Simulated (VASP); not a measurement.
A VASP calculation is set up with these files.

KPOINTS:
```
Automatic mesh
0
Gamma
6 6 3
0 0 0
```

**POSCAR**
```
ZrSe2
1
    1.9052554822    -3.2999995314     0.0000000000
    1.9052554822     3.2999995314    -0.0000000000
    0.0000000000    -0.0000000000     6.8962711347
Zr Se
1 2
Direct
  0.0000000000   1.0000000000   0.0000000000
  0.3333330000   0.6666670000   0.2286665964
  0.6666670000   0.3333330000   0.7713334036
```

### INCAR
```
# general
SYSTEM  = ZrSe2
PREC    = Accurate
ENCUT   = 520
LREAL   = .FALSE.
LASPH   = .TRUE.

# electronic loop
EDIFF   = 1E-6
NELM    = 100
ALGO    = Normal
LMAXMIX = 4

# smearing
ISMEAR  = 0
SIGMA   = 0.05

# functional
GGA     = PE

# output
LWAVE   = .FALSE.
LCHARG  = .TRUE.
```

POTCAR, in this order: Zr_sv Se (PBE.64 set). Program: vasp_std.

Q: Translate this PBE calculation to Quantum ESPRESSO's pw.x.

A: One equivalent input (not run):
```
&CONTROL
  calculation = 'scf'
  pseudo_dir = './pseudo'
  outdir = './out'
  tprnfor = .true.
  tstress = .true.
/
&SYSTEM
  ibrav = 0
  nat = 3
  ntyp = 2
  ecutwfc = 86
  occupations = 'smearing'
  smearing = 'gaussian'
  degauss = 0.003675
  input_dft = 'pbe'
/
&ELECTRONS
  conv_thr = 7.3e-08
  electron_maxstep = 100
/
ATOMIC_SPECIES
  Zr 91.224 Zr.upf
  Se 78.971 Se.upf
CELL_PARAMETERS angstrom
     1.9052555   -3.2999995    0.0000000
     1.9052555    3.2999995   -0.0000000
     0.0000000   -0.0000000    6.8962711
ATOMIC_POSITIONS crystal
  Zr   0.0000000  1.0000000  0.0000000
  Se   0.3333330  0.6666670  0.2286666
  Se   0.6666670  0.3333330  0.7713334
K_POINTS automatic
  6 6 3 0 0 0
```
What does not carry over: the potentials are each code's own (VASP's PAW set, PseudoDojo norm-conserving files in pw.x), so ENCUT and ecutwfc are chosen apart and not converted; conv_thr bounds pw.x's estimated SCF error, while EDIFF bounds the energy change between steps.

The compound is ZrSe2 in the 1T layered structure. It was relaxed first, which changed the volume by +15 %.
